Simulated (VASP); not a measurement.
Output of a VASP run:

### OUTCAR
```
 ion  position               nearest neighbor table
   1  0.250  0.250  0.250-   3 2.33   3 2.33   3 2.33   3 2.33   2 2.69   2 2.69   2 2.69   2 2.69
                             2 2.69   2 2.69
   2  0.750  0.750  0.750-   3 2.33   3 2.33   3 2.33   3 2.33   1 2.69   1 2.69   1 2.69   1 2.69
                             1 2.69   1 2.69
   3  0.000  0.000  0.000-   2 2.33   2 2.33   2 2.33   1 2.33   2 2.33   1 2.33   1 2.33   1 2.33
  LATTYP: Found a face centered cubic cell.
 ALAT       =     5.3876789304
 Subroutine PRICEL returns:
 Original cell was already a primitive cell.
 Subroutine GETGRP returns: Found 48 space group operations
The static configuration has the point symmetry O_h .
The dynamic configuration has the point symmetry O_h .
 Subroutine INISYM returns: Found 48 space group operations
 Subroutine IBZKPT returns following result:
 Found     47 irreducible k-points:

 Following reciprocal coordinates:
            Coordinates               Weight
  0.000000  0.000000  0.000000      1.000000
  0.100000  0.000000  0.000000      8.000000
  0.200000  0.000000  0.000000      8.000000
  0.300000  0.000000  0.000000      8.000000
  0.400000  0.000000  0.000000      8.000000
  0.500000  0.000000  0.000000      4.000000
  0.100000  0.100000  0.000000      6.000000
  0.200000  0.100000  0.000000     24.000000
  0.300000  0.100000  0.000000     24.000000
  0.400000  0.100000  0.000000     24.000000
  0.500000  0.100000  0.000000     24.000000
 -0.400000  0.100000  0.000000     24.000000
 -0.300000  0.100000  0.000000     24.000000
 -0.200000  0.100000  0.000000     24.000000
 -0.100000  0.100000  0.000000     12.000000
  0.200000  0.200000  0.000000      6.000000
  0.300000  0.200000  0.000000     24.000000
  0.400000  0.200000  0.000000     24.000000
  0.500000  0.200000  0.000000     24.000000
 -0.400000  0.200000  0.000000     24.000000
 -0.300000  0.200000  0.000000     24.000000
 -0.200000  0.200000  0.000000     12.000000
  0.300000  0.300000  0.000000      6.000000
  0.400000  0.300000  0.000000     24.000000
  0.500000  0.300000  0.000000     24.000000
 -0.400000  0.300000  0.000000     24.000000
 -0.300000  0.300000  0.000000     12.000000
  0.400000  0.400000  0.000000      6.000000
  0.500000  0.400000  0.000000     24.000000
 -0.400000  0.400000  0.000000     12.000000
  0.500000  0.500000  0.000000      3.000000
  0.300000  0.200000  0.100000     24.000000
  0.400000  0.200000  0.100000     48.000000
  0.500000  0.200000  0.100000     48.000000
 -0.400000  0.200000  0.100000     24.000000
  0.400000  0.300000  0.100000     24.000000
  0.500000  0.300000  0.100000     48.000000
 -0.400000  0.300000  0.100000     48.000000
 -0.300000  0.300000  0.100000     48.000000
 -0.200000  0.300000  0.100000     24.000000
   k-points           NKPTS =     47   k-points in BZ     NKDIM =     47   number of bands    NBANDS=     13
   number of dos      NEDOS =    301   number of ions     NIONS =      3
   total plane-waves  NPLWV =  21952
   dimension x,y,z NGX =    28 NGY =   28 NGZ =   28
   dimension x,y,z NGXF=    56 NGYF=   56 NGZF=   56
   ions per type =               2   1
   PREC   = accura    normal or accurate (medium, high low for compatibility)
   ISTART =      0    job   : 0-new  1-cont  2-samecut
   ICHARG =      2    charge: 1-file 2-atom 10-const
   ISPIN  =      1    spin polarized calculation?
   LNONCOLLINEAR =      F non collinear calculations
   LSORBIT =      F    spin-orbit coupling
   INIWAV =      1    electr: 0-lowe 1-rand  2-diag
   ENCUT  =  500.0 eV  36.75 Ry    6.06 a.u.   6.95  6.95  6.95*2*pi/ulx,y,z
   NELM   =    100;   NELMIN=  2; NELMDL= -5     # of ELM steps
   EDIFF  = 0.1E-05   stopping-criterion for ELM
   LREAL  =      F    real-space projection
   NLSPLINE    = F    spline interpolate recip. space projectors
   LMAXMIX     =    4 max onsite mixed and CHGCAR
   VOSKOWN=      0    Vosko Wilk Nusair interpolation
   EDIFFG = -.2E-01   stopping-criterion for IOM
...
```

OSZICAR:
```
       N       E                     dE             d eps       ncg     rms          rms(c)
DAV:   1     0.725859495704E+02    0.72586E+02   -0.78464E+03  1230   0.139E+03
DAV:   2    -0.150258625212E+02   -0.87612E+02   -0.82504E+02  1252   0.252E+02
DAV:   3    -0.193138959592E+02   -0.42880E+01   -0.41623E+01  1570   0.625E+01
DAV:   4    -0.193994055093E+02   -0.85510E-01   -0.85257E-01  1425   0.837E+00
DAV:   5    -0.194017182842E+02   -0.23128E-02   -0.23116E-02  1613   0.144E+00    0.166E+01
DAV:   6    -0.240190088191E+02   -0.46173E+01   -0.54604E+01  1333   0.183E+02    0.250E+01
DAV:   7    -0.174537964975E+02    0.65652E+01   -0.15896E+01  1470   0.115E+02    0.397E+00
DAV:   8    -0.173972912997E+02    0.56505E-01   -0.22065E+00  1778   0.252E+01    0.264E+00
DAV:   9    -0.173513095465E+02    0.45982E-01   -0.26996E-01  1549   0.108E+01    0.578E-01
DAV:  10    -0.173501802291E+02    0.11293E-02   -0.94841E-03  1713   0.192E+00    0.269E-01
DAV:  11    -0.173503205709E+02   -0.14034E-03   -0.84692E-04  1481   0.240E-01    0.433E-02
DAV:  12    -0.173503531217E+02   -0.32551E-04   -0.34159E-05  1542   0.741E-02    0.197E-02
DAV:  13    -0.173503545156E+02   -0.13939E-05   -0.19874E-05  1456   0.913E-02    0.819E-03
DAV:  14    -0.173503546869E+02   -0.17134E-06   -0.13868E-06  1119   0.116E-02
   1 F= -.16130229E+02 E0= -.16129819E+02  d E =-.161302E+02
```

OUTCAR:
```
------------------------ aborting loop because EDIFF is reached ----------------------------------------
  FORCE on cell =-STRESS in cart. coord.  units (eV):
  Direction    XX          YY          ZZ          XY          YZ          ZX
  --------------------------------------------------------------------------------------
  Total        1.1794474      1.1794474      1.1794474     -0.0000000      0.0000000      0.0000000
  in kB       48.3330290     48.3330290     48.3330290     -0.0000000      0.0000000      0.0000000
  external PRESSURE =      -1.6669710 kB  Pullay stress =      50.0000000 kB
  volume of cell :       39.10
      direct lattice vectors                 reciprocal lattice vectors
     0.000000000  2.693839465  2.693839465    -0.185608685  0.185608685  0.185608685
     2.693839465  0.000000000  2.693839465     0.185608685 -0.185608685  0.185608685
     2.693839465  2.693839465  0.000000000     0.185608685  0.185608685 -0.185608685
 POSITION                                       TOTAL-FORCE (eV/Angst)
 -----------------------------------------------------------------------------------
      1.34692      1.34692      1.34692         0.000000      0.000000      0.000000
      4.04076      4.04076      4.04076        -0.000000     -0.000000     -0.000000
      0.00000      0.00000      0.00000         0.000000     -0.000000      0.000000
 -----------------------------------------------------------------------------------
    total drift:                               -0.000000     -0.000000      0.000000
  FREE ENERGIE OF THE ION-ELECTRON SYSTEM (eV)
  ---------------------------------------------------
  free  energy   TOTEN  =       -17.3503546869 eV

  energy  without entropy=      -17.3491253375  energy(sigma->0) =      -17.34994490
  enthalpy is  TOTEN    =       -16.1302290543 eV   P V=        1.2201256326

 reached required accuracy - stopping structural energy minimisation
```
(Selected blocks of OUTCAR.)

### POSCAR
```
NiSi2
1
    0.0000000000     2.6938394652     2.6938394652
    2.6938394652     0.0000000000     2.6938394652
    2.6938394652     2.6938394652    -0.0000000000
Si Ni
2 1
Direct
  0.2500000000   0.2500000000   0.2500000000
  0.7500000000   0.7500000000   0.7500000000
  0.0000000000   0.0000000000   0.0000000000
```

Q: Reconstruct the remaining input files.

A: This is not unique; one that fits is the input of the run itself, PBE GGA, plane waves, VASP's PBE PAW potentials (set 64).

INCAR:
```
# general
SYSTEM  = NiSi2
PREC    = Accurate
ENCUT   = 500   # plane-wave cut-off (eV)
LREAL   = .False.   # projection in real space or not
LASPH   = .True.

# electronic loop
EDIFF   = 1E-6
NELM    = 100   # most electronic steps
ALGO    = Normal   # blocked Davidson
LMAXMIX = 4   # l cut-off of mixed one-centre charges

# smearing
ISMEAR  = 1
SIGMA   = 0.1   # width (eV)

# functional
GGA     = PE   # PBE

# ions
IBRION  = 2   # conjugate gradients
NSW     = 40   # most ionic steps
ISIF    = 3   # ions, shape and volume
EDIFFG  = -0.02
PSTRESS = 50

# output
LWAVE   = .False.
LCHARG  = .False.
```

KPOINTS:
```
Automatic mesh
0
Gamma
10 10 10
0 0 0
```

POTCAR, in this order: Si Ni (PBE.64 set). Program: vasp_std.

The compound is NiSi2 in the fluorite structure. It was relaxed first under an external pressure of 5 GPa. The run is not spin-polarised, so no magnetic state was tried.
